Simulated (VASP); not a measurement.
The system is Hf2SnS2.

```
Hf Sn S
1.0
     4.52337    0.00000    0.00000
     0.00000    4.52337    0.00000
     0.00000    0.00000    6.13582
Hf Sn S
2 1 2
Direct
  0.00000 0.50000 0.50000
  0.50000 0.00000 0.50000
  0.00000 0.00000 0.00000
  0.50000 0.50000 0.24000
  0.50000 0.50000 0.76000
```

The cell was built by a generator and needn't be a form met in nature.

The cell isn't the ideal one: species swapped into the CeMg2Si2 type (P4/mmm, No. 123).

* Program: VASP 6.6.1
* Task: relaxation of cell and atoms
* Functional: PBE
* Potentials or basis: VASP PAW PBE potentials, release 64 (Hf_pv, Sn_d, S)
* Cutoff: 600 eV
* k mesh: 4 × 4 × 4
* Occupations: gaussian, width 0.1 eV
* Spin: no spin polarisation

At the start: pressure -9.7 GPa; volume 25.11 Å³/atom.

**Question.** How do energy, volume and symmetry change on relaxing?

**Answer.** Over 10 steps the energy falls by 149.4 meV/atom and the volume is 22.21 Å³/atom (-11.5 %); space group P4/mmm (No. 123, to 0.05 Å).

The path:
| step | energy change (eV) | largest force (eV/Å) | pressure (GPa) | volume (Å³) |
| --- | --- | --- | --- | --- |
| 1 | 0.0000 | 1.1239 | -9.72 | 125.54 |
| 2 | -0.3716 | 1.2312 | 11.47 | 99.71 |
| 3 | -0.7030 | 0.0885 | 0.55 | 109.08 |
| 4 | -0.7029 | 0.1198 | 0.85 | 108.77 |
| 5 | -0.7369 | 0.0360 | 0.51 | 109.47 |
| 6 | -0.7425 | 0.1298 | 0.37 | 109.88 |
| 7 | -0.7426 | 0.1416 | 0.36 | 109.93 |
| 8 | -0.7451 | 0.1223 | -0.13 | 110.78 |
| 9 | -0.7453 | 0.1145 | -0.31 | 111.11 |
| 10 | -0.7468 | 0.0138 | -0.04 | 111.07 |

Final structure:
```yaml
crystal:
  lattice:
    - [4.21893, 0.00000, 0.00000]
    - [0.00000, 4.21893, 0.00000]
    - [0.00000, 0.00000, 6.24015]
  atoms:
    - { symbol: Hf, position: [0.00000, 0.50000, 0.50000] }
    - { symbol: Hf, position: [0.50000, 0.00000, 0.50000] }
    - { symbol: Sn, position: [0.00000, 0.00000, 0.00000] }
    - { symbol: S, position: [0.50000, 0.50000, 0.24755] }
    - { symbol: S, position: [0.50000, 0.50000, 0.75245] }
```
